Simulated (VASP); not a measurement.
Given:

```
CELL_PARAMETERS angstrom
      4.08245     0.00000     0.00000
      0.00000     4.08787     5.78027
      0.00000    -4.08787     5.78027
ATOMIC_POSITIONS crystal
  Zn 0.00000 0.99970 0.99970
  Zn 0.50000 0.99846 0.50132
  Zn 0.50000 0.50132 0.99846
  Cd 0.00000 0.50151 0.50151
  Se 0.50000 0.36261 0.36261
  Se 0.00000 0.36932 0.89232
  Se 0.00000 0.89232 0.36932
  Se 0.50000 0.87476 0.87476
```

Calculation: r2SCAN meta-GGA, VASP's PBE PAW potentials (set 64) (plane waves; VASP). Numerical set-up: 400 eV cut-off, 6×4×4 Γ-centred mesh, tetrahedra with Blöchl corrections, potentials Zn Cd Se.

**Question.** Predict the energy per atom (σ→0), band gap (over mesh and band path) with the smallest direct gap where there is one.

**Answer.** 
* **band gap (over mesh and band path)**: 1.48 eV
* **smallest direct gap (over mesh and band path)**: 1.48 eV
* **energy per atom (σ→0)**: -13.807 eV/atom

The absolute energy has meaning only against runs of the same code, potentials and settings.

The structure comes from a computed database's Zn3CdSe4 entry (Amm2); how it stands against other phases isn't given here. It was relaxed first.
